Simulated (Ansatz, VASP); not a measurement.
# One calculation of NbTe, two programs

POSCAR

```
NbTe
1.0
    3.7029743866      0.0000000000      0.0000000000
   -1.8514871933      3.2068698884      0.0000000000
    0.0000000000      0.0000000000      3.6942110000
Te Nb
1 1
Direct
    0.6666666667      0.3333333333      0.0000000000
    0.0000000000      0.0000000000      0.5000000000
```

File INCAR.step1:

```
  PREC = Accurate
  ENCUT = 520
  EDIFF = 1E-5
  ISMEAR = -1
  SIGMA = 0.05
  LREAL = False
  LASPH = True
  NELM = 80
  ALGO = Normal
  ISIF = 2
  LWAVE = True
  NBANDS = 16
  GGA = PE
```

Contents of INCAR.step2:

```
  PREC = Accurate
  ENCUT = 520
  EDIFF = 1E-6
  ISMEAR = -1
  SIGMA = 0.05
  LREAL = False
  LASPH = True
  NELM = 80
  ALGO = Normal
  ISIF = 2
  LWAVE = False
  LCHARG = False
  GGA = PE
  LHFCALC = True
  HFSCREEN = 0.3
  AEXX = 0.25
  PRECFOCK = Fast
  NBANDS = 16
  ISTART = 1
```

File KPOINTS:

```
Automatic mesh
0
Gamma
  4 4 4
```

The input input.yaml:

```yaml
crystal:
  lattice:
    - [3.7029743866, 0.0, 0.0]
    - [-1.8514871933, 3.2068698884, 0.0]
    - [0.0, 0.0, 3.694211]
  atoms:
    - { symbol: Te, position: [0.6666666667, 0.3333333333, 0.0] }
    - { symbol: Nb, position: [0.0, 0.0, 0.5] }
hamiltonian:
  xc: { exchange: pbe, correlation: pbe, exx: { coeff: 0.25, omega: 0.3 } }
  pseudopotentials: { kind: paw }
kpoints:
  mp_grid: { grid: [4, 4, 4] }
scf:
  occupations: { method: fermi_dirac, width: 0.05 }
output:
  forces: true
  stress: true
  eigenvalues: true
```

The cell comes from a database or a generator and needn't be the stable form of this composition.

Alike in both runs: task single point; functional HSE(alpha, omega); k mesh 4 × 4 × 4; occupations fermi-dirac, width 0.05 eV; no spin polarisation.

|  | VASP | Ansatz |
| --- | --- | --- |
| version | VASP 6.6.1 | Ansatz 0.2.0 |
| potentials or method | VASP PAW PBE potentials, release 64 (Te, Nb_sv) | Ansatz PAW |
| plane-wave cutoff (eV) | 520 | 420 |
| valence electrons in the cell | 19 | 29 |

VASP gave:

* gap on the k mesh at the Fermi level (eV): none
* pressure (GPa): -5.0
* largest component of the traceless stress (GPa): 2.37

Q: Estimate Ansatz's values.

A: gap on the k mesh at the Fermi level (eV): none; pressure (GPa): -4.5; largest component of the traceless stress (GPa): 2.25.

A gap of «none» marks a metal or a gap that the smearing closes. The two sets of potentials don't hold the same shells in valence.

Caveats: the k mesh is coarse (spacing up to 0.49 Å⁻¹), so the values aren't converged, least of all with exact exchange; the PAW data sets were made with another functional, which shifts forces and pressure a little (VASP); the PAW data sets come from PBE, with cores solved anew for the run's functional, which leaves a small shift of forces and pressure (Ansatz); the thresholds are loose for stress (Ansatz). The runs have no spin-orbit coupling, so splittings on Te are missing.
